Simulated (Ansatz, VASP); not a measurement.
# Cross-check of HfGe (NiAs type (invented)) between VASP and Ansatz, part 2 of 2

Wanted: the spread between two codes on one cell, functional and k mesh. The cell is generated by rule, not measured, and may not be a known phase. The cell is taken from a series of runs on this material, whose earlier steps may have relaxed, scaled, displaced or heated it; both programs get it as it stands.

VASP 6.6.1 and Ansatz 0.2.0.

So far: The structure; Ansatz: relaxation of cell and atoms, PBEsol.

**3. VASP: relaxation of cell and atoms, PBEsol**

Level of this step: PBEsol; plane waves and PAW (Hf_pv, Ge_d); invented cell (VASP).

The same cell, functional, mesh and smearing now go to VASP, with its own data sets.

Lines of VASP's logs that name or quote its potential files are left out, and so is its time.

Input file INCAR:

```
SYSTEM = HfGe
PREC = Accurate
ENCUT = 500
EDIFF = 1E-07
NELM = 120
ISMEAR = 0
SIGMA = 0.1
LREAL = .FALSE.
ALGO = Normal
GGA = PS
NBANDS = 30
LASPH = .TRUE.
LORBIT = 11
LWAVE = .FALSE.
LCHARG = .FALSE.
ISIF = 3
IBRION = 2
NSW = 80
EDIFFG = -0.005
GGA_COMPAT = .FALSE.
NELMIN = 4
KPAR = 2
```

Input file POSCAR:

```
HfGe
1.0
    3.7590880000      0.0000000000      0.0000000000
   -1.8795440000      3.2554660000      0.0000000000
    0.0000000000      0.0000000000      6.6154730000
Hf Ge
2 2
Direct
    0.0000000000      0.0000000000      0.0000000000
    0.0000000000      0.0000000000      0.5000000000
    0.3333333333      0.6666666667      0.2500000000
    0.6666666667      0.3333333333      0.7500000000
```

Input file KPOINTS:

```
Automatic mesh
0
Gamma
15 15 6
0 0 0
```

The projector-augmented-wave data sets are Hf_pv and Ge_d (PBE family, release 64).

Launch:

```bash
mpirun -np 2 vasp_std
```

Numbers of over 12 decimals in the logs are rounded to 6 here.

Log:

```text
[banner, memory and clock lines left out]
running    2 mpi-ranks, on    1 nodes
 distrk:  each k-point on    1 cores,    2 groups
 distr:  one band on    1 cores,    1 groups

 POSCAR found type information on POSCAR HfGe
 POSCAR found :  2 types and       4 ions
|                                                                             |
|               ----> ADVICE to this user running VASP <----                  |
|                                                                             |
|     You enforced a specific xc type in the INCAR file but a different       |
|     [... a line on the potential file left out ...]
|     I HOPE YOU KNOW WHAT YOU ARE DOING!                                     |
|                                                                             |

 LDA part: xc-table for (Slater+PW92), standard interpolation
 POSCAR, INCAR and KPOINTS ok, starting setup
 FFT: planning ... GRIDC
 FFT: planning ... GRID_SOFT
 FFT: planning ... GRID
 WAVECAR not read
 entering main loop
       N       E                     dE             d eps       ncg     rms          rms(c)
DAV:   1     0.403485217931E+03    0.40349E+03   -0.23689E+04  7790   0.344E+03
DAV:   2     0.276035093275E+02   -0.37588E+03   -0.36224E+03  6518   0.753E+02
DAV:   3    -0.319349679559E+02   -0.59538E+02   -0.57464E+02  7636   0.176E+02
DAV:   4    -0.348831965116E+02   -0.29482E+01   -0.29211E+01  7906   0.413E+01
DAV:   5    -0.349798982452E+02   -0.96702E-01   -0.96621E-01  7870   0.804E+00    0.662E+01
DAV:   6    -0.331986074334E+02    0.17813E+01   -0.40324E+00  9272   0.103E+01    0.408E+01
DAV:   7    -0.330715042699E+02    0.12710E+00   -0.23723E+00  7496   0.933E+00    0.538E+00
DAV:   8    -0.329902721768E+02    0.81232E-01   -0.47903E-01  8260   0.349E+00    0.117E+00
DAV:   9    -0.329900631859E+02    0.20899E-03   -0.27144E-02  8404   0.173E+00    0.189E-01
DAV:  10    -0.329900087597E+02    0.54426E-04   -0.13275E-03  8330   0.364E-01    0.182E-01
DAV:  11    -0.329899924228E+02    0.16337E-04   -0.23818E-04  8744   0.155E-01    0.756E-02
DAV:  12    -0.329899882457E+02    0.41771E-05   -0.15369E-05  8136   0.322E-02    0.165E-02
DAV:  13    -0.329899880447E+02    0.20102E-06   -0.45878E-06  8628   0.142E-02    0.118E-02
DAV:  14    -0.329899880444E+02    0.30650E-09   -0.47990E-07  6092   0.461E-03
   1 F= -.32989988E+02 E0= -.32986964E+02  d E =-.329900E+02
 curvature:   0.00 expect dE= 0.000E+00 dE for cont linesearch  0.000E+00
 trial: gam= 0.00000 g(F)=  0.213E-43 g(S)=  0.104E-02 ort = 0.000E+00 (trialstep = 0.100E+01)
 search vector abs. value=  0.104E-02
 bond charge predicted
       N       E                     dE             d eps       ncg     rms          rms(c)
DAV:   1    -0.330034992893E+02   -0.13511E-01   -0.24066E-01  8050   0.599E+00    0.147E+00
DAV:   2    -0.329934700414E+02    0.10029E-01   -0.20782E-02  8188   0.169E+00    0.381E-01
DAV:   3    -0.329907187540E+02    0.27513E-02   -0.28417E-03  8150   0.528E-01    0.171E-01
DAV:   4    -0.329898915313E+02    0.82722E-03   -0.82397E-04  8504   0.233E-01    0.107E-01
DAV:   5    -0.329898159565E+02    0.75575E-04   -0.75827E-05  7784   0.738E-02    0.429E-02
DAV:   6    -0.329898172305E+02   -0.12739E-05   -0.51233E-06  8102   0.223E-02    0.834E-03
DAV:   7    -0.329898175130E+02   -0.28247E-06   -0.27754E-07  5842   0.340E-03    0.286E-03
DAV:   8    -0.329898174462E+02    0.66763E-07   -0.43103E-08  4314   0.292E-03
   2 F= -.32989817E+02 E0= -.32986817E+02  d E =0.170598E-03
 trial-energy change:    0.000171  1 .order    0.000172   -0.001036    0.001379
 step:   0.4290(harm=  0.4290)  dis= 0.00000  next Energy=   -32.990210 (dE=-0.222E-03)
 bond charge predicted
       N       E                     dE             d eps       ncg     rms          rms(c)
DAV:   1    -0.329946752049E+02   -0.48577E-02   -0.79087E-02  8032   0.348E+00    0.841E-01
DAV:   2    -0.329914193178E+02    0.32559E-02   -0.67169E-03  8140   0.952E-01    0.217E-01
DAV:   3    -0.329905179826E+02    0.90134E-03   -0.92736E-04  8064   0.303E-01    0.980E-02
DAV:   4    -0.329902410005E+02    0.27698E-03   -0.27309E-04  8502   0.134E-01    0.602E-02
DAV:   5    -0.329902115560E+02    0.29445E-04   -0.24967E-05  7718   0.426E-02    0.245E-02
DAV:   6    -0.329902107329E+02    0.82303E-06   -0.16127E-06  8088   0.122E-02    0.513E-03
DAV:   7    -0.329902105068E+02    0.22612E-06   -0.72000E-08  4404   0.195E-03    0.163E-03
DAV:   8    -0.329902105338E+02   -0.26937E-07   -0.23496E-08  3960   0.188E-03
   3 F= -.32990211E+02 E0= -.32987197E+02  d E =-.222489E-03
 curvature:  -0.21 expect dE=-0.560E-07 dE for cont linesearch -0.157E-07
 trial: gam= 0.00000 g(F)=  0.173E-44 g(S)=  0.261E-06 ort =-0.871E-05 (trialstep = 0.886E+00)
 search vector abs. value=  0.261E-06
 reached required accuracy - stopping structural energy minimisation
```

Parts of OUTCAR (step 3):

```text
ion  position               nearest neighbor table
   1  0.000  0.000  0.000-   3 2.73   4 2.73   4 2.73   3 2.73   4 2.73   3 2.73   2 3.31   2 3.31

  LATTYP: Found a hexagonal cell.
 ALAT       =     3.7590880000
 C/A-ratio  =     1.7598611685

 Subroutine GETGRP returns: Found 24 space group operations
 (whereof 12 operations were pure point group operations)

The static configuration has the point symmetry D_3d.
 The point group associated with its full space group is D_6h.

 Found    108 irreducible k-points:

   k-points           NKPTS =    108   k-points in BZ     NKDIM =    108   number of bands    NBANDS=     30

   dimension x,y,z NGX =    28 NGY =   28 NGZ =   48
   dimension x,y,z NGXF=    56 NGYF=   56 NGZF=   96

   ENCUT  =  500.0 eV  36.75 Ry    6.06 a.u.   6.85  6.85 12.06*2*pi/ulx,y,z

   NELECT =      48.0000    total number of electrons

 k-points in reciprocal lattice and weights: Automatic mesh
   0.00000000  0.00000000  0.00000000       0.001
   0.06666667  0.00000000  0.00000000       0.004
   0.13333333 -0.00000000  0.00000000       0.004
   0.20000000  0.00000000  0.00000000       0.004
   0.26666667 -0.00000000  0.00000000       0.004
   0.33333333  0.00000000  0.00000000       0.004
   0.40000000  0.00000000  0.00000000       0.004
   0.46666667  0.00000000  0.00000000       0.004
   0.06666667  0.06666667  0.00000000       0.004
[...]
0.33333333  0.26666667  0.50000000       0.009
   0.33333333  0.33333333  0.50000000       0.001

 average (electrostatic) potential at core
       1 -36.8530       2 -36.8530       3 -72.5468       4 -72.5468

 E-fermi :   5.3568

 k-point     1 :       0.0000    0.0000    0.0000
  band No.  band energies     occupation
    ...
     18      -2.6216      2.00000
     19      -0.2253      2.00000
     20       3.7121      2.00000
     21       3.7121      2.00000
     22       4.2218      2.00000
     23       6.2482      0.00000
     24       6.2482      0.00000
     25       6.2774      0.00000
     26       6.2774      0.00000
     27       7.2627      0.00000
    ...

 k-point     2 :       0.0667    0.0000    0.0000
  band No.  band energies     occupation
    ...
     18      -2.6271      2.00000
     19      -0.1354      2.00000
     20       3.6464      2.00000
     21       3.7393      2.00000
     22       4.2295      2.00000
     23       5.8616      0.00000
     24       5.9810      0.00000
     25       6.0826      0.00000
     26       6.3496      0.00000
     27       7.4986      0.00000
    ...

 k-point     3 :       0.1333   -0.0000    0.0000
  band No.  band energies     occupation
    ...
     20       3.4652      2.00000
     21       3.8038      2.00000
     22       4.2021      2.00000
     23       5.1986      1.97478
     24       5.3320      1.27452
     25       5.7639      0.00000
     26       6.5626      0.00000
     27       7.5732      0.00000
     28       7.8483      0.00000
     29       8.7531      0.00000
    ...

  Total        0.0032313      0.0032313     -0.0008842      0.0000000     -0.0000000      0.0000000
  in kB        0.0641136      0.0641136     -0.0175429      0.0000000     -0.0000000      0.0000000
  external PRESSURE =       0.0368948 kB  Pullay stress =       0.0000000 kB

  energy-cutoff  :      500.00
  volume of cell :       80.75
      direct lattice vectors                 reciprocal lattice vectors
     3.756342949  0.000000000  0.000000000     0.266216374  0.153700081  0.000000000
    -1.878171475  3.253088716  0.000000000     0.000000000  0.307400163 -0.000000000
    -0.000000000  0.000000000  6.608129698     0.000000000 -0.000000000  0.151328749

 POSITION                                       TOTAL-FORCE (eV/Angst)
 -----------------------------------------------------------------------------------
      0.00000      0.00000      0.00000        -0.000000     -0.000000      0.000000
     -0.00000      0.00000      3.30406        -0.000000     -0.000000      0.000000
     -0.00000      2.16873      1.65203         0.000000     -0.000000     -0.000000
      1.87817      1.08436      4.95610         0.000000      0.000000      0.000000
 -----------------------------------------------------------------------------------
    total drift:                                0.000000     -0.000000      0.000000

  FREE ENERGIE OF THE ION-ELECTRON SYSTEM (eV)
  ---------------------------------------------------
  free  energy   TOTEN  =       -32.9902105338 eV

  energy  without entropy=      -32.9841826008  energy(sigma->0) =      -32.98719657

 reached required accuracy - stopping structural energy minimisation

 total charge
# of ion       s       p       d       tot
------------------------------------------
    1        0.315   6.438   1.566   8.319
    2        0.315   6.438   1.566   8.319
    3        1.140   1.410  10.006  12.555
    4        1.140   1.410  10.006  12.555
--------------------------------------------------
tot          2.910  15.695  23.143  41.748

[... 3 further parts left out ...]
```

Harder data sets than Hf_pv exist (the GW ones), and pressures, volumes and forces can shift noticeably with them.

**4. Side by side**

Known differences besides the potentials themselves: the data sets hold 80 valence electrons in Ansatz (on its default PAW (the set named soft_2) files) and 48 in VASP; the cutoff is 420 eV in Ansatz and 500 eV in VASP; Ansatz makes its cores anew for this functional, VASP keeps those of its PBE data sets; Ansatz adds a Pulay correction to the stress that steers its cell, VASP none. Total energies have different zeros and are not compared.

Compared:

| quantity | Ansatz | VASP | difference |
| --- | --- | --- | --- |
| volume (Å³) | 80.96 | 80.75 | +0.26 % |
| edge a after relaxation, in the typed setting (Å) | 3.759 | 3.756 | +0.07 % |
| edge c after relaxation, in the typed setting (Å) | 6.615 | 6.608 | +0.11 % |

**5. Outcome**

| Property | Result |
| --- | --- |
| difference in volume (relaxation of cell and atoms, PBEsol) | 0.26 % |

**Reading.** The difference in volume is 0.26 % (relaxation of cell and atoms, PBEsol), within the 1.2 % picked in this series as the mark of a large difference, as far as the stopping tolerances let one tell. The data sets hold unlike numbers of valence electrons (80 in Ansatz and 48 in VASP), so part of the differences comes from the potentials. Such differences can come from data sets, numerical settings and the points named under the comparisons, not from the functional's error against experiment.

[Lines on the potential files, build, host, timing and source positions are cut from VASP's logs without a mark.]

[Logs are printed without paths, hosts, clocks, repeated set-up lines and the standing remarks that a program may print on its own settings, such as how far it seeks lower states.]

[Hosts, paths, dates, database ids (printed as entryN), source tags and the programs' standing remarks are cut or masked in the printed files.]
